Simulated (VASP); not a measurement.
The system is Te2Mo.

```xyz
6
Lattice="3.5182 0.0000 0.0000 -1.7591 3.0469 0.0000 0.0000 0.0000 13.9736" Properties=species:S:1:pos:R:3 pbc="T T T"
Te    0.0000    2.0312    8.6776
Te    1.7591    1.0156    1.6908
Te    0.0000    2.0312   12.2828
Te    1.7591    1.0156    5.2960
Mo    0.0000    2.0312    3.4934
Mo    1.7591    1.0156   10.4802
```

```yaml
Program: VASP 6.6.1
Task: relaxation of cell and atoms
Functional: PBE
Dispersion: D3(BJ)
Potentials_or_basis: VASP PAW PBE potentials, release 64 (Te, Mo_sv)
Cutoff: 600 eV
k_mesh: 9 × 9 × 2
Occupations: gaussian, width 0.03 eV
Spin: no spin polarisation
```

At the start: pressure -0.6 GPa; volume 24.96 Å³/atom.

How do energy, volume and symmetry change on relaxing?

Over 11 steps the energy falls by 4.2 meV/atom and the volume is 24.15 Å³/atom (-3.2 %); space group P6_3/mmc (No. 194, to 0.05 Å).

Step by step:
```tsv
step	energy change (eV)	largest force (eV/Å)	pressure (GPa)	volume (Å³)
1	0.0000	0.1801	-0.57	149.79
2	-0.0099	0.1782	0.16	147.87
3	-0.0107	0.1781	0.42	147.15
4	-0.0138	0.0444	-0.52	147.26
5	-0.0143	0.0147	-0.27	147.23
6	-0.0201	0.0146	-0.19	146.48
7	-0.0252	0.0122	-0.01	145.13
8	-0.0254	0.0108	0.04	144.86
9	-0.0254	0.0111	0.03	144.91
10	-0.0253	0.0169	-0.11	144.97
11	-0.0254	0.0027	-0.01	144.93
```

Final structure:
```xyz
6
Lattice="3.4957 0.0000 0.0000 -1.7478 3.0274 0.0000 0.0000 0.0000 13.6949" Properties=species:S:1:pos:R:3 pbc="T T T"
Te    0.0000    2.0182    8.4531
Te    1.7478    1.0091    1.6056
Te    0.0000    2.0182   12.0892
Te    1.7478    1.0091    5.2418
Mo    0.0000    2.0182    3.4237
Mo    1.7478    1.0091   10.2711
```
